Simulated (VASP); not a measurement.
Calculation: PBE GGA, VASP's PBE PAW potentials (set 64) (plane waves; VASP 6.6.1).

The input files of a VASP run:

File POSCAR:
```
PbSe
1
    0.0000000000     3.0600000000     3.0600000000
    3.0600000000     0.0000000000     3.0600000000
    3.0600000000     3.0600000000     0.0000000000
Pb Se
1 1
Direct
  0.0000000000   0.0000000000   0.0000000000
  0.5000000000   0.5000000000   0.5000000000
```

### INCAR
```
SYSTEM  =  PbSe
PREC  =  Accurate; ENCUT  =  300; LREAL  =  .FALSE.
LASPH  =  .TRUE.
EDIFF  =  1E-6; NELM  =  100; ALGO  =  Normal
LMAXMIX  =  4
ISMEAR  =  -1; SIGMA  =  0.01
GGA  =  PE
ISIF  =  2
LWAVE  =  .FALSE.; LCHARG  =  .FALSE.
```

KPOINTS:
```
Automatic mesh
0
G
  6 6 6
```

POTCAR, in this order: Pb_d Se (PBE.64 set). Program: vasp_std.

Output of the run:

**OUTCAR**
```
 ion  position               nearest neighbor table
   1  0.000  0.000  0.000-   2 3.06   2 3.06   2 3.06   2 3.06   2 3.06   2 3.06
   2  0.500  0.500  0.500-   1 3.06   1 3.06   1 3.06   1 3.06   1 3.06   1 3.06
  LATTYP: Found a face centered cubic cell.
 ALAT       =     6.1200000000
 Subroutine PRICEL returns:
 Original cell was already a primitive cell.
 Subroutine GETGRP returns: Found 48 space group operations
The static configuration has the point symmetry O_h .
The dynamic configuration has the point symmetry O_h .
 Subroutine INISYM returns: Found 48 space group operations
 Subroutine IBZKPT returns following result:
 Found     16 irreducible k-points:

 Following reciprocal coordinates:
            Coordinates               Weight
  0.000000  0.000000  0.000000      1.000000
  0.166667  0.000000  0.000000      8.000000
  0.333333  0.000000  0.000000      8.000000
  0.500000  0.000000  0.000000      4.000000
  0.166667  0.166667  0.000000      6.000000
  0.333333  0.166667  0.000000     24.000000
  0.500000  0.166667  0.000000     24.000000
 -0.333333  0.166667  0.000000     24.000000
 -0.166667  0.166667  0.000000     12.000000
  0.333333  0.333333  0.000000      6.000000
  0.500000  0.333333  0.000000     24.000000
 -0.333333  0.333333  0.000000     12.000000
  0.500000  0.500000  0.000000      3.000000
  0.500000  0.333333  0.166667     24.000000
 -0.333333  0.333333  0.166667     24.000000
 -0.333333  0.500000  0.166667     12.000000
   k-points           NKPTS =     16   k-points in BZ     NKDIM =     16   number of bands    NBANDS=     14
   number of dos      NEDOS =    301   number of ions     NIONS =      2
   total plane-waves  NPLWV =  13824
   dimension x,y,z NGX =    24 NGY =   24 NGZ =   24
   dimension x,y,z NGXF=    48 NGYF=   48 NGZF=   48
   ions per type =               1   1
   PREC   = accura    normal or accurate (medium, high low for compatibility)
   ISTART =      0    job   : 0-new  1-cont  2-samecut
...
```

**OSZICAR**
```
       N       E                     dE             d eps       ncg     rms          rms(c)
DAV:   1     0.134019786141E+03    0.13402E+03   -0.71071E+03   448   0.968E+02
DAV:   2     0.615691289595E+00   -0.13340E+03   -0.13100E+03   526   0.298E+02
DAV:   3    -0.830051729847E+01   -0.89162E+01   -0.88494E+01   574   0.825E+01
DAV:   4    -0.846046032119E+01   -0.15994E+00   -0.15991E+00   512   0.140E+01
DAV:   5    -0.846504292378E+01   -0.45826E-02   -0.45826E-02   586   0.204E+00    0.280E+00
DAV:   6    -0.818053059297E+01    0.28451E+00   -0.75338E-01   664   0.656E+00    0.160E+00
DAV:   7    -0.817515177624E+01    0.53788E-02   -0.12250E-01   508   0.192E+00    0.874E-01
DAV:   8    -0.817837928498E+01   -0.32275E-02   -0.13073E-02   496   0.149E+00    0.154E-01
DAV:   9    -0.817802019197E+01    0.35909E-03   -0.23362E-03   680   0.567E-01    0.516E-02
DAV:  10    -0.817809450158E+01   -0.74310E-04   -0.19971E-04   484   0.103E-01    0.190E-02
DAV:  11    -0.817810103092E+01   -0.65293E-05   -0.77580E-05   558   0.102E-01    0.749E-03
DAV:  12    -0.817810093005E+01    0.10087E-06   -0.45029E-06   526   0.148E-02
   1 F= -.81781009E+01 E0= -.81781009E+01  d E =-.554374E-08
```

OUTCAR:
```
------------------------ aborting loop because EDIFF is reached ----------------------------------------
  FORCE on cell =-STRESS in cart. coord.  units (eV):
  Direction    XX          YY          ZZ          XY          YZ          ZX
  --------------------------------------------------------------------------------------
  Total        0.7399055      0.7399055      0.7399055      0.0000000      0.0000000      0.0000000
  in kB       20.6867649     20.6867649     20.6867649      0.0000000      0.0000000      0.0000000
  external PRESSURE =      20.6867649 kB  Pullay stress =       0.0000000 kB
  volume of cell :       57.31
      direct lattice vectors                 reciprocal lattice vectors
     0.000000000  3.060000000  3.060000000    -0.163398693  0.163398693  0.163398693
     3.060000000  0.000000000  3.060000000     0.163398693 -0.163398693  0.163398693
     3.060000000  3.060000000  0.000000000     0.163398693  0.163398693 -0.163398693
  FREE ENERGIE OF THE ION-ELECTRON SYSTEM (eV)
  ---------------------------------------------------
  free  energy   TOTEN  =        -8.1781009301 eV

  energy  without entropy=       -8.1781009245  energy(sigma->0) =       -8.17810093
```
(Selected blocks of OUTCAR.)

At this cut-off the stress carries a Pulay error, which pulls relaxed volumes low.

The structure is a typed PbSe crystal (Fm-3m). The cell was not relaxed at this level.
